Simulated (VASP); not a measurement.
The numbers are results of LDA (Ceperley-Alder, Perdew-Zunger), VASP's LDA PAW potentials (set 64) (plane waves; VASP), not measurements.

A VASP calculation is set up with these files.

POSCAR:
```
WS2
1
    1.6197490000     0.9351620000     6.2714260000
   -1.6197490000     0.9351620000     6.2714260000
    0.0000000000    -1.8703240000     6.2714260000
W S
1 2
Direct
  0.0000000000   0.0000000000   0.0000000000
  0.7523000000   0.7523000000   0.7523000000
  0.5810000000   0.5810000000   0.5810000000
```

INCAR:
```
SYSTEM = WS2
PREC = Accurate
ENCUT = 300
EDIFF = 1E-6
NELM = 100
ALGO = Normal
LREAL = .FALSE.
LASPH = .TRUE.
ISMEAR = -1
SIGMA = 0.1
LMAXMIX = 6
LWAVE = .FALSE.
LCHARG = .FALSE.
ISIF = 2
```

KPOINTS:
```
Automatic mesh
0
Gamma
6 6 6
0 0 0
```

POTCAR, in this order: W_sv S (LDA.64 set). Program: vasp_std.

### Question
What will the output report for the number of irreducible k-points (NKPTS), largest plane-wave count, number of space-group operations, FFT grid (NGX, NGY, NGZ)?

### Answer

| Item | Result |
|---|---|
| number of irreducible k-points (NKPTS) | 32 |
| largest plane-wave count | 684 |
| number of space-group operations | 6 |
| FFT grid (NGX, NGY, NGZ) | 40 × 40 × 40 |

The structure was generated: WS2 was put into an ordered model structure, which need not be its known phase. The cell was not relaxed at this level.
